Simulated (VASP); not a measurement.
# Lattice of GaSb, functional by functional

How much does the relaxed cell of GaSb depend on the functional? The starting structure is a cell with measured lattice constants from the literature and the atomic positions of a computed structure of the Materials Project. The first relaxation on each setting starts from this cell expanded by 3 % in volume.

Method: Kohn-Sham DFT with plane waves and PAW; PBEsol, LDA, PBE, PBEsol + D3(BJ), r2SCAN, r2SCAN + rVV10, vdW-DF-cx and PBEsol + D4, in VASP 6.6.1.

**1. Starting point**

It takes space group F-43m (No. 216, cubic). The conventional cell has a = 6.096 Å, b = 6.096 Å, c = 6.096 Å, α = 90.00°, β = 90.00°, γ = 90.00°. Nearest to Sb lie 4 Ga at 2.64 Å. Nearest to Ga lie 4 Sb at 2.64 Å. Farther neighbours are not listed.

**2. Relaxation with PBEsol**

PBEsol restores the gradient expansion of exchange and is tuned for the cells of solids. This run starts from the cell of an earlier relaxation, which isn't shown; the restart sets up the plane waves anew.

Contents of INCAR:

```
SYSTEM = GaSb
PREC = Accurate
ENCUT = 450
EDIFF = 1E-06
NELM = 100
ISMEAR = 0
SIGMA = 0.03
LREAL = .FALSE.
ALGO = Normal
GGA = PS
NBANDS = 15
LORBIT = 11
LWAVE = .FALSE.
LCHARG = .FALSE.
KPAR = 8
IBRION = 2
NSW = 50
ISIF = 3
EDIFFG = -0.006
```

Contents of POSCAR:

```
GaSb
1.0
    0.0000000000      3.0582977333      3.0582977333
    3.0582977333      0.0000000000      3.0582977333
    3.0582977333      3.0582977333      0.0000000000
Sb Ga
1 1
Direct
    0.2500000000      0.2500000000      0.2500000000
    0.0000000000      0.0000000000      0.0000000000
```

Contents of KPOINTS:

```
Automatic mesh
0
Gamma
6 6 6
0 0 0
```

The projector-augmented-wave data sets are Sb and Ga_d (PBE family, release 64).

On the command line:

```bash
mpirun -np 8 vasp_std
```

What it wrote:

```text
[banner, memory and clock lines left out]
running    8 mpi-ranks, on    1 nodes
 distrk:  each k-point on    1 cores,    8 groups
 distr:  one band on    1 cores,    1 groups

 POSCAR found type information on POSCAR SbGa
 POSCAR found :  2 types and       2 ions
|                                                                             |
|           W    W    AA    RRRRR   N    N  II  N    N   GGGG   !!!           |
|           W    W   A  A   R    R  NN   N  II  NN   N  G    G  !!!           |
|           W    W  A    A  R    R  N N  N  II  N N  N  G       !!!           |
|           W WW W  AAAAAA  RRRRR   N  N N  II  N  N N  G  GGG   !            |
|           WW  WW  A    A  R   R   N   NN  II  N   NN  G    G                |
|           W    W  A    A  R    R  N    N  II  N    N   GGGG   !!!           |
|                                                                             |
|     For optimal performance we recommend to set                             |
|       NCORE = 2 up to number-of-cores-per-socket                            |
|     NCORE specifies how many cores store one orbital (NPAR=cpu/NCORE).      |
|     This setting can greatly improve the performance of VASP for DFT.       |
|     The default, NCORE=1 might be grossly inefficient on modern             |
|     multi-core architectures or massively parallel machines. Do your        |
|     Unfortunately you need to use the default for GW and RPA                |
|     calculations (for HF NCORE is supported but not extensively tested      |
|     yet).                                                                   |
|                                                                             |

|                                                                             |
|               ----> ADVICE to this user running VASP <----                  |
|                                                                             |
|     You enforced a specific xc type in the INCAR file but a different       |
|     [... a line on the potential file left out ...]
|     I HOPE YOU KNOW WHAT YOU ARE DOING!                                     |
|                                                                             |

 LDA part: xc-table for (Slater+PW92), standard interpolation
 POSCAR, INCAR and KPOINTS ok, starting setup
 FFT: planning ... GRIDC
 FFT: planning ... GRID_SOFT
 FFT: planning ... GRID
 WAVECAR not read
 entering main loop
       N       E                     dE             d eps       ncg     rms          rms(c)
DAV:   1     0.754142386339E+02    0.75414E+02   -0.81873E+03   480   0.137E+03
DAV:   2    -0.234005769667E+01   -0.77754E+02   -0.75181E+02   557   0.289E+02
DAV:   3    -0.811835932622E+01   -0.57783E+01   -0.57670E+01   564   0.650E+01
DAV:   4    -0.822241009624E+01   -0.10405E+00   -0.10404E+00   621   0.996E+00
DAV:   5    -0.822462759726E+01   -0.22175E-02   -0.22175E-02   601   0.128E+00    0.314E+00
DAV:   6    -0.814729983799E+01    0.77328E-01   -0.90713E-02   643   0.526E+00    0.185E+00
DAV:   7    -0.812067543773E+01    0.26624E-01   -0.45717E-02   613   0.195E+00    0.382E-01
DAV:   8    -0.812070949464E+01   -0.34057E-04   -0.50503E-03   630   0.876E-01    0.102E-01
DAV:   9    -0.812102145569E+01   -0.31196E-03   -0.47690E-04   543   0.191E-01    0.383E-02
DAV:  10    -0.812101582385E+01    0.56318E-05   -0.22545E-05   652   0.459E-02    0.934E-03
DAV:  11    -0.812102645895E+01   -0.10635E-04   -0.13074E-05   536   0.255E-02    0.535E-03
DAV:  12    -0.812102656437E+01   -0.10542E-06   -0.45781E-07   506   0.728E-03
   1 F= -.81210266E+01 E0= -.81209028E+01  d E =-.812103E+01
 curvature:   0.00 expect dE= 0.000E+00 dE for cont linesearch  0.000E+00
 trial: gam= 0.00000 g(F)=  0.219E-45 g(S)=  0.110E-05 ort = 0.000E+00 (trialstep = 0.100E+01)
 search vector abs. value=  0.110E-05
 reached required accuracy - stopping structural energy minimisation
```

Wall time 3.4 s (8 MPI ranks of AMD EPYC 7R43, shared host); peak memory 1.2 GiB; 22 s of CPU time.

Lines that name or quote the potential files are left out of all logs, and their timing lines are given in words.

From OUTCAR (step 2):

```text
ion  position               nearest neighbor table
   1  0.250  0.250  0.250-   2 2.65   2 2.65   2 2.65   2 2.65
   2  0.000  0.000  0.000-   1 2.65   1 2.65   1 2.65   1 2.65

  LATTYP: Found a face centered cubic cell.
 ALAT       =     6.1165954666

 Subroutine GETGRP returns: Found 24 space group operations
 (whereof 24 operations were pure point group operations)

The static configuration has the point symmetry T_d .

 Found     16 irreducible k-points:

   k-points           NKPTS =     16   k-points in BZ     NKDIM =     16   number of bands    NBANDS=     15

   dimension x,y,z NGX =    30 NGY =   30 NGZ =   30
   dimension x,y,z NGXF=    60 NGYF=   60 NGZF=   60

   ENCUT  =  450.0 eV  33.07 Ry    5.75 a.u.   7.48  7.48  7.48*2*pi/ulx,y,z

   NELECT =      18.0000    total number of electrons

 k-points in reciprocal lattice and weights: Automatic mesh
   0.00000000  0.00000000  0.00000000       0.005
   0.16666667  0.00000000  0.00000000       0.037
   0.33333333  0.00000000  0.00000000       0.037
   0.50000000  0.00000000  0.00000000       0.019
   0.16666667  0.16666667  0.00000000       0.028
   0.33333333  0.16666667  0.00000000       0.111
   0.50000000  0.16666667  0.00000000       0.111
  -0.33333333  0.16666667  0.00000000       0.111
  -0.16666667  0.16666667  0.00000000       0.056
[...]
-0.33333333  0.33333333  0.16666667       0.111
  -0.33333333  0.50000000  0.16666667       0.056

 average (electrostatic) potential at core
       1 -87.4654       2 -65.5398

 E-fermi :   4.7591

 k-point     1 :       0.0000    0.0000    0.0000
  band No.  band energies     occupation
    ...
      6      -6.7631      2.00000
      7       4.7396      1.64108
      8       4.7463      1.45304
      9       4.7463      1.45294
     10       4.7463      1.45294
     11       7.4978      0.00000
     12       7.4978      0.00000
     13       7.4978      0.00000
     14      10.3717      0.00000
     15      13.3435      0.00000

 k-point     2 :       0.1667    0.0000    0.0000
  band No.  band energies     occupation
    ...
      5     -10.2096      2.00000
      6      -6.4801      2.00000
      7       2.0190      2.00000
      8       4.3403      2.00000
      9       4.3403      2.00000
     10       5.7174      0.00000
     11       8.0416      0.00000
     12       8.0416      0.00000
     13       8.6482      0.00000
     14      11.6435      0.00000
    ...

 k-point     3 :       0.3333    0.0000    0.0000
  band No.  band energies     occupation
    ...
      5     -10.2094      2.00000
      6      -5.7250      2.00000
      7      -0.4599      2.00000
      8       3.7948      2.00000
      9       3.7948      2.00000
     10       5.2841      0.00000
     11       8.4817      0.00000
     12       8.4817      0.00000
     13      11.1009      0.00000
     14      11.6466      0.00000
    ...

  Total       -0.0039058     -0.0039058     -0.0039058     -0.0000000     -0.0000000      0.0000000
  in kB       -0.1093833     -0.1093833     -0.1093833     -0.0000000     -0.0000000      0.0000000
  external PRESSURE =      -0.1093833 kB  Pullay stress =       0.0000000 kB

  energy-cutoff  :      450.00
  volume of cell :       57.21
      direct lattice vectors                 reciprocal lattice vectors
     0.000000000  3.058297733  3.058297733    -0.163489641  0.163489641  0.163489641
     3.058297733  0.000000000  3.058297733     0.163489641 -0.163489641  0.163489641
     3.058297733  3.058297733  0.000000000     0.163489641  0.163489641 -0.163489641

 POSITION                                       TOTAL-FORCE (eV/Angst)
 -----------------------------------------------------------------------------------
      1.52915      1.52915      1.52915         0.000000      0.000000      0.000000
      0.00000      0.00000      0.00000        -0.000000     -0.000000     -0.000000
 -----------------------------------------------------------------------------------
    total drift:                                0.000000      0.000000      0.000000

  FREE ENERGIE OF THE ION-ELECTRON SYSTEM (eV)
  ---------------------------------------------------
  free  energy   TOTEN  =        -8.1210265644 eV

  energy  without entropy=       -8.1207790289  energy(sigma->0) =       -8.12090280

 reached required accuracy - stopping structural energy minimisation

 total charge
# of ion       s       p       d       tot
------------------------------------------
    1        1.129   1.340   0.027   2.497
    2        0.907   0.768   9.963  11.638
--------------------------------------------------
tot          2.036   2.109   9.990  14.135

[... 3 further parts left out ...]
```

CONTCAR:

```
GaSb
   1.00000000000000
     0.0000000000000000    3.0582977332999999    3.0582977332999999
     3.0582977332999999    0.0000000000000000    3.0582977332999999
     3.0582977332999999    3.0582977332999999    0.0000000000000000
  Sb              Ga
     1     1
Direct
     0.2500000000000000    0.2500000000000000    0.2500000000000000
     0.0000000000000000    0.0000000000000000    0.0000000000000000
```

The run shows no gap at this level; if that holds and bands cross the Fermi level widely, this k-mesh is coarse for it. The PAW data sets were made with PBE, which is usual practice but a small mismatch for other functionals. The run keeps the 24 symmetry operations of its start, so it cannot find a distortion of lower symmetry.

With PBEsol the relaxed cell holds 28.605 Å³ an atom, +1.04 % against the measured cell, with a = 6.117 Å. Pressures at 0.985 and 1.015 times this volume, from two more relaxations that aren't shown, give a bulk modulus of 46.0 GPa.

**3. Relaxation with LDA**

LDA, the lowest rung, knows the local density alone. This run starts from the cell of an earlier relaxation, which isn't shown; the restart sets up the plane waves anew.

INCAR: that of step 2 with these lines changed.

```diff
@@ -9,3 +9,3 @@
 ALGO = Normal
-GGA = PS
+GGA = CA
 NBANDS = 15
```

Contents of POSCAR:

```
GaSb
1.0
    0.0000000000      3.0266505079      3.0266505079
    3.0266505079      0.0000000000      3.0266505079
    3.0266505079      3.0266505079      0.0000000000
Sb Ga
1 1
Direct
    0.2500000000      0.2500000000      0.2500000000
    0.0000000000      0.0000000000      0.0000000000
```

KPOINTS is that of step 2.

Potentials, in the order of the species: Sb and Ga_d (LDA family, release 64).

On the command line:

```bash
mpirun -np 8 vasp_std
```

What it wrote:

```text
[banner, memory and clock lines left out]
running    8 mpi-ranks, on    1 nodes
[...]
[... a notice as in an earlier step ...]

 LDA part: xc-table for (Slater(with rela. corr.)+CA(PZ))
 , standard interpolation
 POSCAR, INCAR and KPOINTS ok, starting setup
[...]
entering main loop
       N       E                     dE             d eps       ncg     rms          rms(c)
DAV:   1     0.771062702355E+02    0.77106E+02   -0.79735E+03   480   0.132E+03
DAV:   2    -0.305839793504E+01   -0.80165E+02   -0.78171E+02   564   0.286E+02
DAV:   3    -0.867201820799E+01   -0.56136E+01   -0.56010E+01   515   0.651E+01
DAV:   4    -0.877037492251E+01   -0.98357E-01   -0.98342E-01   649   0.984E+00
[...]
DAV:  10    -0.863956587489E+01    0.73677E-05   -0.17669E-05   642   0.328E-02    0.155E-02
DAV:  11    -0.863956793107E+01   -0.20562E-05   -0.47729E-06   558   0.204E-02    0.564E-03
DAV:  12    -0.863956788671E+01    0.44362E-07   -0.21860E-07   408   0.348E-03
   1 F= -.86395679E+01 E0= -.86395596E+01  d E =-.863957E+01
[...]
DAV:   2    -0.863960884885E+01    0.15584E-03   -0.28220E-04   620   0.316E-01    0.365E-02
DAV:   3    -0.863957048127E+01    0.38368E-04   -0.39838E-05   620   0.102E-01    0.837E-03
DAV:   4    -0.863956634269E+01    0.41386E-05   -0.42820E-06   557   0.268E-02    0.289E-03
DAV:   5    -0.863956593784E+01    0.40485E-06   -0.25684E-07   289   0.635E-03
   2 F= -.86395659E+01 E0= -.86395608E+01  d E =0.194887E-05
 trial-energy change:    0.000002  1 .order    0.000004   -0.000017    0.000025
 step:   0.4086(harm=  0.4086)  dis= 0.00000  next Energy=    -8.639571 (dE=-0.353E-05)
[...]
N       E                     dE             d eps       ncg     rms          rms(c)
DAV:   1    -0.863963971112E+01   -0.73368E-04   -0.87361E-04   606   0.489E-01    0.474E-02
DAV:   2    -0.863958521569E+01    0.54495E-04   -0.98008E-05   599   0.186E-01    0.216E-02
DAV:   3    -0.863957164731E+01    0.13568E-04   -0.13998E-05   613   0.605E-02    0.495E-03
DAV:   4    -0.863957015971E+01    0.14876E-05   -0.13331E-06   331   0.159E-02    0.166E-03
DAV:   5    -0.863957002522E+01    0.13449E-06   -0.18730E-07   282   0.508E-03
   3 F= -.86395700E+01 E0= -.86395632E+01  d E =-.213851E-05
[...]
reached required accuracy - stopping structural energy minimisation
```

Run time: 4.8 s. Hardware: 8 MPI ranks; peak memory 1.1 GiB.

OUTCAR, selected parts (step 3):

```text
  Total       -0.0093649     -0.0093649     -0.0093649      0.0000000      0.0000000     -0.0000000
  in kB       -0.2707037     -0.2707037     -0.2707037      0.0000000      0.0000000     -0.0000000
  external PRESSURE =      -0.2707037 kB  Pullay stress =       0.0000000 kB

 POSITION                                       TOTAL-FORCE (eV/Angst)
 -----------------------------------------------------------------------------------
      1.51309      1.51309      1.51309        -0.000000      0.000000     -0.000000
      0.00000      0.00000      0.00000         0.000000     -0.000000      0.000000
 -----------------------------------------------------------------------------------
    total drift:                               -0.000000     -0.000000     -0.000000

  FREE ENERGIE OF THE ION-ELECTRON SYSTEM (eV)
  ---------------------------------------------------
  free  energy   TOTEN  =        -8.6395700252 eV

  energy  without entropy=       -8.6395563264  energy(sigma->0) =       -8.63956318

[... 2 parts as in an earlier step ...]

[... 2 further parts left out ...]
[key lines of the parts left out:]
E-fermi :   5.0827
```

With LDA the relaxed cell holds 27.713 Å³ an atom, -2.11 % against the measured cell, with a = 6.052 Å. That is -3.12 % from PBEsol. Pressures at 0.985 and 1.015 times this volume, from two more relaxations that aren't shown, give a bulk modulus of 51.6 GPa.

**4. Relaxation with PBE**

PBE, the usual starting point, adds the gradient of the density. This run starts from the cell of an earlier relaxation, which isn't shown; the restart sets up the plane waves anew.

INCAR: that of step 3 with these lines changed.

```diff
@@ -9,3 +9,3 @@
 ALGO = Normal
-GGA = CA
+GGA = PE
 NBANDS = 15
```

Contents of POSCAR:

```
GaSb
1.0
    0.0000000000      3.1083819656      3.1083819656
    3.1083819656      0.0000000000      3.1083819656
    3.1083819656      3.1083819656      0.0000000000
Sb Ga
1 1
Direct
    0.2500000000      0.2500000000      0.2500000000
    0.0000000000      0.0000000000      0.0000000000
```

KPOINTS is that of step 3.

The projector-augmented-wave data sets are Sb and Ga_d (PBE family, release 64).

On the command line:

```bash
mpirun -np 8 vasp_std
```

What it wrote:

```text
[banner, memory and clock lines left out]
running    8 mpi-ranks, on    1 nodes
[...]
[... a notice as in an earlier step ...]

 LDA part: xc-table for (Slater+PW92), standard interpolation
 POSCAR, INCAR and KPOINTS ok, starting setup
[...]
entering main loop
       N       E                     dE             d eps       ncg     rms          rms(c)
DAV:   1     0.771955211055E+02    0.77196E+02   -0.80756E+03   480   0.133E+03
DAV:   2    -0.161788333223E+01   -0.78813E+02   -0.75323E+02   557   0.278E+02
DAV:   3    -0.729419285017E+01   -0.56763E+01   -0.56553E+01   578   0.643E+01
DAV:   4    -0.738944016250E+01   -0.95247E-01   -0.95219E-01   543   0.937E+00
[...]
DAV:  11    -0.734086679642E+01   -0.16151E-04   -0.23912E-05   571   0.352E-02    0.513E-03
DAV:  12    -0.734086794484E+01   -0.11484E-05   -0.18107E-06   540   0.867E-03    0.125E-03
DAV:  13    -0.734086773061E+01    0.21423E-06   -0.67013E-08   394   0.267E-03
   1 F= -.73408677E+01 E0= -.73407606E+01  d E =-.734087E+01
[... from here on, the cycles between the ionic steps are left out ...]
   2 F= -.73408739E+01 E0= -.73407668E+01  d E =-.615260E-05
   3 F= -.73408751E+01 E0= -.73407679E+01  d E =-.734053E-05
   4 F= -.73408750E+01 E0= -.73407679E+01  d E =-.724746E-05
[...]
reached required accuracy - stopping structural energy minimisation
```

Run time: 7.2 s. Hardware: 8 MPI ranks; peak memory 1.2 GiB; 52 s of CPU time.

From OUTCAR (step 4):

```text
  Total       -0.0066919     -0.0066919     -0.0066919     -0.0000000      0.0000000     -0.0000000
  in kB       -0.1783046     -0.1783046     -0.1783046     -0.0000000      0.0000000     -0.0000000
  external PRESSURE =      -0.1783046 kB  Pullay stress =       0.0000000 kB

 POSITION                                       TOTAL-FORCE (eV/Angst)
 -----------------------------------------------------------------------------------
      1.55475      1.55475      1.55475         0.000000      0.000000      0.000000
      6.21898      6.21898      6.21898        -0.000000     -0.000000     -0.000000
 -----------------------------------------------------------------------------------
    total drift:                                0.000002      0.000002      0.000001

  FREE ENERGIE OF THE ION-ELECTRON SYSTEM (eV)
  ---------------------------------------------------
  free  energy   TOTEN  =        -7.3408749781 eV

  energy  without entropy=       -7.3406607248  energy(sigma->0) =       -7.34076785

[... 2 parts as in an earlier step ...]

[... 2 further parts left out ...]
[key lines of the parts left out:]
E-fermi :   4.3993
```

With PBE the relaxed cell holds 30.065 Å³ an atom, +6.20 % against the measured cell, with a = 6.219 Å. That is +5.11 % from PBEsol. Pressures at 0.985 and 1.015 times this volume, from two more relaxations that aren't shown, give a bulk modulus of 44.5 GPa.

[end of part 1 of 3]

[Lines on the potential files, build, host, timing and source positions are cut from VASP's logs without a mark.]

[Logs are printed without paths, hosts, clocks, repeated set-up lines and the standing remarks that a program may print on its own settings, such as how far it seeks lower states.]

[Hosts, paths, dates, database ids (printed as entryN), source tags and the programs' standing remarks are cut or masked in the printed files.]
